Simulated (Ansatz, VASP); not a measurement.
One calculation of TlPO2, two programs

```
Tl P O
1.0
     3.24505    0.00000    0.00000
     0.00000    3.24505    0.00000
     0.00000    0.00000    6.75956
Tl P O
1 1 2
Direct
  0.50000 0.50000 0.50000
  0.00000 0.00000 0.00000
  0.50000 0.00000 0.89420
  0.00000 0.50000 0.10580
```

Change from the starting cell: species swapped into the AlGaN2 type (P-4m2, No. 115).

Alike in both runs: functional PBE; k mesh 6 × 6 × 4; occupations gaussian, width 0.1 eV; no spin polarisation.

Ansatz relaxed the structure, and its values are those at the end. VASP's run is a single point on that final structure, the one shown.

|  | VASP | Ansatz |
| --- | --- | --- |
| version | VASP 6.6.1 | Ansatz 0.2.0 |
| potentials or method | VASP PAW PBE potentials, release 64 (Tl_d, P, O) | scalar-relativistic, plane waves, PAW |
| plane-wave cutoff (eV) | 520 | 420 |
| valence electrons in the cell | 30 | 30 |

|  | VASP | Ansatz | Ansatz less VASP |
| --- | --- | --- | --- |
| gap on the k mesh at the Fermi level (eV) | none | none | - |
| pressure (GPa) | -0.2 | 0.0 | +0.18 |
| rms of the force components (eV/Å) | 0.006 | 0.001 | -0.0056 |

A gap of «none» marks a metal or a gap that the smearing closes. The functional is the same, so the differences come from potentials, cutoffs and numerics.

Spin-orbit coupling is left out, which matters for the levels of Tl.
